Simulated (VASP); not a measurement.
Ti3Fe under changes of volume

One of the cells (15.968 Å³/atom); the others are scaled copies at fixed shape and fractional positions:

```
Fe Ti
1.0
     3.01842    0.00000    0.00000
    -1.50921    2.61403    0.00000
     0.00000    0.00000    8.09481
Fe Ti
1 3
Direct
  0.66667 0.33333 0.00000
  0.33333 0.66667 0.78489
  0.33333 0.66667 0.21512
  0.66667 0.33333 0.50000
```

The cell comes from a database or a generator and needn't be the stable form of this composition.

```yaml
Program: VASP 6.6.1
Functional: PBE
Potentials_or_basis: VASP PAW PBE potentials, release 64 (Fe, Ti_sv)
Cutoff: 520 eV
k_mesh: 10 × 10 × 4
Occupations: fermi-dirac, width 0.05 eV
Spin: collinear spin, ferromagnetic start
Starting_moments: "[3.0, 1.0, 1.0, 1.0] μB"
```

| volume (Å³/atom) | energy over the lowest point (meV/atom) | pressure (GPa) | moment (μB per cell) | largest force (eV/Å) |
| --- | --- | --- | --- | --- |
| 14.715 | ? | ? | ? | ? |
| 15.028 | 9.45 | 5.8 | 0.17 | 0.097 |
| 15.341 | 1.00 | 2.9 | 0.23 | 0.044 |
| 15.968 | 0.00 | -2.2 | 0.35 | 0.038 |
| 16.281 | 6.41 | -4.3 | 0.40 | 0.071 |
| 16.594 | 16.84 | -6.3 | 0.45 | 0.099 |

Q: What does the run at 14.715 Å³/atom give?

A: Energy over the lowest point 24.01 meV/atom; pressure 9.1 GPa; moment 0.10 μB per cell; largest force 0.161 eV/Å.

Worked out: A Birch-Murnaghan fit of order 3 (a polynomial in V^(-2/3)) to the other rows has its minimum at 15.68 Å³/atom with B0 = V·E''(V) = 125 GPa and B' = 4.2 at fixed shape and positions, which overstates the stiffness. It gives 23.97 meV/atom at 14.715 Å³/atom, against the run's 24.01, and -dE/dV = 9.1 GPa, against 9.1. A straight line through the other rows of the moment, of slope 0.18 μB per Å³/atom, extrapolates to 0.12 μB, against the run's 0.10.

Energies are extrapolated to zero smearing.
